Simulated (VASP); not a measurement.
These are RPBE GGA, VASP's PBE PAW potentials (set 64) (plane waves; VASP) values and carry that method's errors.

Input for VASP

File POSCAR:
```
P
1
    1.6656765127    -6.4324296929     0.0000000000
    1.6656765127     6.4324296929    -0.0000000000
    0.0000000000     0.0000000000     4.6828881842
P
4
Direct
  0.0815210890   0.9184789110   0.9089563940
  0.4184789110   0.5815210890   0.4089563940
  0.5815210890   0.4184789110   0.5910436060
  0.9184789110   0.0815210890   0.0910436060
```

**INCAR**
```
# general
SYSTEM = P
PREC   = Accurate
ENCUT  = 520   # plane-wave cut-off (eV)
LREAL  = .False.   # projection in real space or not
LASPH  = .True.   # aspherical one-centre terms

# electronic loop
EDIFF  = 1E-6   # SCF stop (eV)
NELM   = 100   # most electronic steps
ALGO   = Normal   # blocked Davidson

# smearing
ISMEAR = 0
SIGMA  = 0.05   # width (eV)

# functional
GGA    = RP   # RPBE

# ions
IBRION = 2   # conjugate gradients
NSW    = 60   # most ionic steps
ISIF   = 3
EDIFFG = -0.02   # ionic stop

# output
LWAVE  = .False.
LCHARG = .False.
```

**KPOINTS**
```
Automatic mesh
0
Gamma
6 6 4
0 0 0
```

POTCAR, in this order: P (PBE.64 set). Program: vasp_std.

Output of the run:

OUTCAR:
```
 ion  position               nearest neighbor table
   1  0.082  0.918  0.909-   3 2.23   3 2.23   4 2.26
   2  0.418  0.582  0.409-   4 2.23   4 2.23   3 2.26
   3  0.582  0.418  0.591-   1 2.23   1 2.23   2 2.26
   4  0.918  0.082  0.091-   2 2.23   2 2.23   1 2.26
  LATTYP: Found a base centered orthorhombic cell.
 ALAT       =     3.3313530254
 B/A-ratio  =     3.8617520532
 C/A-ratio  =     1.4057015719
 Subroutine PRICEL returns:
 Original cell was already a primitive cell.
 Subroutine GETGRP returns: Found  8 space group operations
The static configuration has the point symmetry C_2h.
 The point group associated with its full space group is D_2h.
The dynamic configuration has the point symmetry C_2h.
 Subroutine INISYM returns: Found  8 space group operations
 Subroutine IBZKPT returns following result:
 Found     39 irreducible k-points:

 Following reciprocal coordinates:
            Coordinates               Weight
  0.000000  0.000000  0.000000      1.000000
  0.166667 -0.000000  0.000000      4.000000
  0.333333 -0.000000  0.000000      4.000000
  0.500000 -0.000000  0.000000      2.000000
...
```

### OSZICAR
```
...
       N       E                     dE             d eps       ncg     rms          rms(c)
DAV:   1    -0.203373785195E+02   -0.20825E-02   -0.16822E-01  1092   0.216E+00    0.288E-01
DAV:   2    -0.203364107038E+02    0.96782E-03   -0.82155E-03  1296   0.643E-01    0.170E-01
DAV:   3    -0.203357437365E+02    0.66697E-03   -0.71149E-04  1224   0.161E-01    0.872E-02
DAV:   4    -0.203354873472E+02    0.25639E-03   -0.66556E-04  1140   0.130E-01    0.361E-02
DAV:   5    -0.203354646127E+02    0.22734E-04   -0.45963E-05  1398   0.547E-02    0.105E-02
DAV:   6    -0.203354623909E+02    0.22218E-05   -0.85342E-06  1386   0.175E-02    0.958E-03
DAV:   7    -0.203354620068E+02    0.38411E-06   -0.53264E-07   708   0.600E-03
  28 F= -.20335462E+02 E0= -.20335462E+02  d E =-.166108E-03
       N       E                     dE             d eps       ncg     rms          rms(c)
DAV:   1    -0.203356999253E+02   -0.23753E-03   -0.17272E-02  1092   0.689E-01    0.924E-02
DAV:   2    -0.203355988979E+02    0.10103E-03   -0.84494E-04  1296   0.206E-01    0.537E-02
DAV:   3    -0.203355304499E+02    0.68448E-04   -0.75862E-05  1236   0.525E-02    0.272E-02
DAV:   4    -0.203355076492E+02    0.22801E-04   -0.64529E-05  1134   0.406E-02    0.118E-02
DAV:   5    -0.203355086471E+02   -0.99788E-06   -0.48140E-06  1374   0.174E-02
  29 F= -.20335509E+02 E0= -.20335509E+02  d E =-.212748E-03
       N       E                     dE             d eps       ncg     rms          rms(c)
DAV:   1    -0.203361690464E+02   -0.66140E-03   -0.46392E-02  1092   0.111E+00    0.116E-01
DAV:   2    -0.203359868279E+02    0.18222E-03   -0.19549E-03  1140   0.330E-01    0.583E-02
DAV:   3    -0.203358141333E+02    0.17269E-03   -0.25247E-04  1254   0.958E-02    0.286E-02
DAV:   4    -0.203357771325E+02    0.37001E-04   -0.11667E-04  1292   0.575E-02    0.193E-02
DAV:   5    -0.203357687961E+02    0.83363E-05   -0.16720E-05  1224   0.326E-02    0.618E-03
DAV:   6    -0.203357683333E+02    0.46283E-06   -0.66397E-06  1326   0.153E-02
  30 F= -.20335768E+02 E0= -.20335768E+02  d E =-.259686E-03
       N       E                     dE             d eps       ncg     rms          rms(c)
DAV:   1    -0.203398491891E+02   -0.40804E-02   -0.41352E-01  1092   0.333E+00    0.342E-01
DAV:   2    -0.203382146721E+02    0.16345E-02   -0.17419E-02  1140   0.985E-01    0.172E-01
DAV:   3    -0.203366432934E+02    0.15714E-02   -0.22495E-03  1260   0.285E-01    0.839E-02
DAV:   4    -0.203363076787E+02    0.33561E-03   -0.10702E-03  1312   0.174E-01    0.576E-02
DAV:   5    -0.203362443459E+02    0.63333E-04   -0.16186E-04  1218   0.102E-01    0.192E-02
DAV:   6    -0.203362382010E+02    0.61449E-05   -0.54643E-05  1350   0.444E-02    0.634E-03
DAV:   7    -0.203362368493E+02    0.13517E-05   -0.48044E-06  1254   0.182E-02    0.514E-03
DAV:   8    -0.203362361299E+02    0.71938E-06   -0.18350E-06  1034   0.112E-02
  31 F= -.20336236E+02 E0= -.20336236E+02  d E =-.727483E-03
       N       E                     dE             d eps       ncg     rms          rms(c)
DAV:   1    -0.203496755585E+02   -0.13439E-01   -0.16370E+00  1092   0.664E+00    0.668E-01
DAV:   2    -0.203436646976E+02    0.60109E-02   -0.68882E-02  1152   0.196E+00    0.342E-01
DAV:   3    -0.203374837895E+02    0.61809E-02   -0.83369E-03  1254   0.555E-01    0.164E-01
DAV:   4    -0.203360672553E+02    0.14165E-02   -0.44325E-03  1284   0.350E-01    0.112E-01
DAV:   5    -0.203358027665E+02    0.26449E-03   -0.70310E-04  1224   0.210E-01    0.400E-02
DAV:   6    -0.203357747554E+02    0.28011E-04   -0.15782E-04  1366   0.780E-02    0.150E-02
DAV:   7    -0.203357673394E+02    0.74160E-05   -0.34652E-05  1438   0.384E-02    0.944E-03
DAV:   8    -0.203357625766E+02    0.47628E-05   -0.83152E-06  1254   0.234E-02    0.532E-03
DAV:   9    -0.203357619987E+02    0.57786E-06   -0.20462E-06  1142   0.100E-02
  32 F= -.20335762E+02 E0= -.20335762E+02  d E =-.253352E-03
       N       E                     dE             d eps       ncg     rms          rms(c)
DAV:   1    -0.203433090033E+02   -0.75464E-02   -0.80375E-01  1092   0.462E+00    0.497E-01
DAV:   2    -0.203400714942E+02    0.32375E-02   -0.34154E-02  1152   0.138E+00    0.237E-01
DAV:   3    -0.203371547493E+02    0.29167E-02   -0.45172E-03  1266   0.404E-01    0.126E-01
DAV:   4    -0.203364514821E+02    0.70327E-03   -0.20922E-03  1274   0.242E-01    0.836E-02
DAV:   5    -0.203362907408E+02    0.16074E-03   -0.34179E-04  1314   0.128E-01    0.230E-02
DAV:   6    -0.203362780715E+02    0.12669E-04   -0.12022E-04  1302   0.633E-02    0.953E-03
DAV:   7    -0.203362756358E+02    0.24357E-05   -0.95012E-06  1268   0.260E-02    0.630E-03
DAV:   8    -0.203362750128E+02    0.62305E-06   -0.52673E-06  1276   0.179E-02
  33 F= -.20336275E+02 E0= -.20336275E+02  d E =-.766366E-03
       N       E                     dE             d eps       ncg     rms          rms(c)
DAV:   1    -0.203365563975E+02   -0.28076E-03   -0.10686E-02  1092   0.536E-01    0.613E-02
DAV:   2    -0.203364649122E+02    0.91485E-04   -0.43947E-04  1092   0.151E-01    0.341E-02
DAV:   3    -0.203364024968E+02    0.62415E-04   -0.10890E-04  1146   0.589E-02    0.148E-02
DAV:   4    -0.203363910803E+02    0.11417E-04   -0.30693E-05  1332   0.300E-02    0.959E-03
DAV:   5    -0.203363868843E+02    0.41960E-05   -0.36670E-06  1154   0.139E-02    0.167E-03
DAV:   6    -0.203363864069E+02    0.47747E-06   -0.93215E-07   768   0.627E-03
  34 F= -.20336386E+02 E0= -.20336386E+02  d E =-.111394E-03
       N       E                     dE             d eps       ncg     rms          rms(c)
DAV:   1    -0.203381694497E+02   -0.17826E-02   -0.95734E-02  1092   0.160E+00    0.183E-01
DAV:   2    -0.203373417391E+02    0.82771E-03   -0.39205E-03  1092   0.452E-01    0.103E-01
DAV:   3    -0.203367779111E+02    0.56383E-03   -0.95962E-04  1164   0.175E-01    0.441E-02
DAV:   4    -0.203366786288E+02    0.99282E-04   -0.27980E-04  1338   0.902E-02    0.282E-02
DAV:   5    -0.203366482565E+02    0.30372E-04   -0.35533E-05  1308   0.431E-02    0.546E-03
DAV:   6    -0.203366452947E+02    0.29618E-05   -0.88995E-06  1350   0.173E-02    0.359E-03
DAV:   7    -0.203366438992E+02    0.13954E-05   -0.11464E-06   848   0.960E-03    0.195E-03
DAV:   8    -0.203366437395E+02    0.15975E-06   -0.42525E-07   714   0.570E-03
  35 F= -.20336644E+02 E0= -.20336644E+02  d E =-.368727E-03
       N       E                     dE             d eps       ncg     rms          rms(c)
DAV:   1    -0.203428315176E+02   -0.61876E-02   -0.37960E-01  1092   0.319E+00    0.361E-01
DAV:   2    -0.203395966055E+02    0.32349E-02   -0.15466E-02  1092   0.899E-01    0.206E-01
DAV:   3    -0.203373634891E+02    0.22331E-02   -0.36628E-03  1164   0.343E-01    0.874E-02
DAV:   4    -0.203369608964E+02    0.40259E-03   -0.11397E-03  1332   0.181E-01    0.556E-02
DAV:   5    -0.203368425529E+02    0.11834E-03   -0.15072E-04  1302   0.890E-02    0.111E-02
DAV:   6    -0.203368314397E+02    0.11113E-04   -0.37781E-05  1344   0.353E-02    0.729E-03
DAV:   7    -0.203368261547E+02    0.52850E-05   -0.56115E-06  1230   0.199E-02    0.424E-03
DAV:   8    -0.203368256192E+02    0.53547E-06   -0.12263E-06   992   0.869E-03
  36 F= -.20336826E+02 E0= -.20336826E+02  d E =-.550606E-03
       N       E                     dE             d eps       ncg     rms          rms(c)
DAV:   1    -0.203369006662E+02   -0.74512E-04   -0.19794E-03  1092   0.243E-01    0.270E-02
DAV:   2    -0.203368930853E+02    0.75809E-05   -0.11236E-04  1398   0.752E-02    0.122E-02
DAV:   3    -0.203368870871E+02    0.59982E-05   -0.13014E-05  1368   0.226E-02    0.675E-03
DAV:   4    -0.203368853935E+02    0.16936E-05   -0.51232E-06  1302   0.127E-02    0.247E-03
DAV:   5    -0.203368849318E+02    0.46169E-06   -0.48726E-07   672   0.510E-03
  37 F= -.20336885E+02 E0= -.20336885E+02  d E =-.593126E-04
```

File OUTCAR:
```
------------------------ aborting loop because EDIFF is reached ----------------------------------------
  FORCE on cell =-STRESS in cart. coord.  units (eV):
  Direction    XX          YY          ZZ          XY          YZ          ZX
  --------------------------------------------------------------------------------------
  Total       -0.0576785     -0.0125890      0.0490830      0.0000000      0.0000000      0.0000000
  in kB       -0.8181716     -0.1785753      0.6962441      0.0000000      0.0000000      0.0000000
  external PRESSURE =      -0.1001676 kB  Pullay stress =       0.0000000 kB
  volume of cell :      112.95
      direct lattice vectors                 reciprocal lattice vectors
     1.662683116 -7.186674265  0.000000000     0.300718757 -0.069573210  0.000000000
     1.662683116  7.186674265 -0.000000000     0.300718757  0.069573210 -0.000000000
     0.000000000  0.000000000  4.726204917     0.000000000  0.000000000  0.211586255
 POSITION                                       TOTAL-FORCE (eV/Angst)
 -----------------------------------------------------------------------------------
      1.66268      6.14011      4.28950         0.000000      0.008744     -0.000873
      1.66268      1.04657      1.92640         0.000000     -0.008744     -0.000873
      1.66268     -1.04657      2.79980         0.000000      0.008744      0.000873
      1.66268     -6.14011      0.43670         0.000000     -0.008744      0.000873
 -----------------------------------------------------------------------------------
    total drift:                               -0.000000      0.000000     -0.000000
  FREE ENERGIE OF THE ION-ELECTRON SYSTEM (eV)
  ---------------------------------------------------
  free  energy   TOTEN  =       -20.3368849318 eV

  energy  without entropy=      -20.3368849318  energy(sigma->0) =      -20.33688493

 reached required accuracy - stopping structural energy minimisation
```
(Selected blocks of OUTCAR.)

File CONTCAR:
```
P
   1.00000000000000
     1.6626831163944684   -7.1866742646958208    0.0000000000000000
     1.6626831163944684    7.1866742646958208   -0.0000000000000000
     0.0000000000000000    0.0000000000000000    4.7262049170058811
  P
     4
Direct
     0.0728131671921190    0.9271868328078809    0.9075998410721334
     0.4271868328078809    0.5728131671921191    0.4075998410721332
     0.5728131671921191    0.4271868328078809    0.5924001589278666
     0.9271868328078809    0.0728131671921190    0.0924001589278667
```

OUTCAR:
```
 val. band max:        2.5165894170   @ k =   0.5000   0.5000   0.0000

 cond. band min:       3.4006894108   @ k =   0.5000   0.5000   0.0000


 Fermi energy:         2.7433122197

 k-point     1 :       0.0000    0.0000    0.0000
  band No.  band energies     occupation
      1     -12.2787      2.00000
      2      -9.8882      2.00000
      3      -6.7313      2.00000
      4      -3.0803      2.00000
      5      -2.2775      2.00000
      6      -1.7972      2.00000
      7      -0.8069      2.00000
      8       0.7140      2.00000
      9       0.8962      2.00000
     10       2.4210      2.00000
     11       3.7210      0.00000
     12       4.1358      0.00000
     13       5.0643      0.00000
     14       5.6563      0.00000

 k-point     2 :       0.1667   -0.0000    0.0000
  band No.  band energies     occupation
      1     -11.9563      2.00000
      2      -9.5501      2.00000
      3      -6.8896      2.00000
      4      -2.8444      2.00000
      5      -2.7227      2.00000
      6      -2.1306      2.00000
      7      -1.5293      2.00000
      8      -0.4547      2.00000
      9       0.9609      2.00000
     10       2.3079      2.00000
     11       3.9858      0.00000
     12       4.4358      0.00000
     13       6.3977      0.00000
     14       6.6488      0.00000

 k-point     3 :       0.3333   -0.0000    0.0000
  band No.  band energies     occupation
      1     -11.0111      2.00000
      2      -8.5449      2.00000
      3      -7.8723      2.00000
      4      -4.7530      2.00000
      5      -2.9602      2.00000
      6      -2.3326      2.00000
      7      -0.8210      2.00000
      8      -0.4781      2.00000
      9       0.6056      2.00000
     10       1.6144      2.00000
     11       3.7626      0.00000
     12       4.4321      0.00000
     13       4.8410      0.00000
     14       5.3646      0.00000

 k-point     4 :       0.5000   -0.0000    0.0000
  band No.  band energies     occupation
...
```

Energy and stress use the plane-wave basis of the starting cell. Without a dispersion term in the relaxation, distances and binding between the weakly bound layers, chains or molecules are unreliable, and so is what depends on them.

The compound is P in the black structure. This run relaxes it. Symmetry was kept, so distortions that lower it aren't found. The start is the result of an earlier pass.
